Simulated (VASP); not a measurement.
Input:

```
CELL_PARAMETERS angstrom
      6.38953     0.00000     0.00000
      0.00000     6.38953     0.00000
      0.00000     0.00000     6.38953
ATOMIC_POSITIONS crystal
  Cs 0.00000 0.00000 0.00000
  Sn 0.50000 0.50000 0.50000
  I  0.50000 0.00000 0.50000
  I  0.00000 0.50000 0.50000
  I  0.50000 0.50000 0.00000
```

Computed with RPBE GGA, VASP's PBE PAW potentials (set 64) (plane waves; VASP). Numerical set-up: 520 eV cut-off, Gaussian smearing of 0.050 eV, potentials Cs_sv Sn_d I.

Unless said otherwise, spin-orbit coupling is left out, though it shifts the bands of the heavy elements here.

Q: Give the energies of bands 13 to 25 at the high-symmetry points, in eV from the valence-band maximum.

A: 
| band | Γ | X | M | R |
|---|---|---|---|---|
| 13 | -5.98 | -6.67 | -7.25 | -7.79 |
| 14 | -3.97 | -3.86 | -3.73 | -2.63 |
| 15 | -3.97 | -3.86 | -2.75 | -2.63 |
| 16 | -3.97 | -2.46 | -2.16 | -2.63 |
| 17 | -1.83 | -2.03 | -2.16 | -2.06 |
| 18 | -1.83 | -2.03 | -2.08 | -2.06 |
| 19 | -1.83 | -1.95 | -2.08 | -1.34 |
| 20 | -1.72 | -1.80 | -2.07 | -1.34 |
| 21 | -1.72 | -1.80 | -1.35 | -1.34 |
| 22 | -1.72 | -1.30 | -0.64 | 0.00 |
| 23 | 2.81 | 1.37 | 1.08 | 0.69 |
| 24 | 3.81 | 4.16 | 1.08 | 0.69 |
| 25 | 3.81 | 4.28 | 4.01 | 0.69 |

The gap is direct, 0.69 eV, from the valence maximum at R to the conduction minimum at R.

The compound is CsSnI3 in the cubic perovskite structure, the ideal cubic form; the compound distorts at low or room temperature. It was relaxed first, which changed the volume by +8 %.
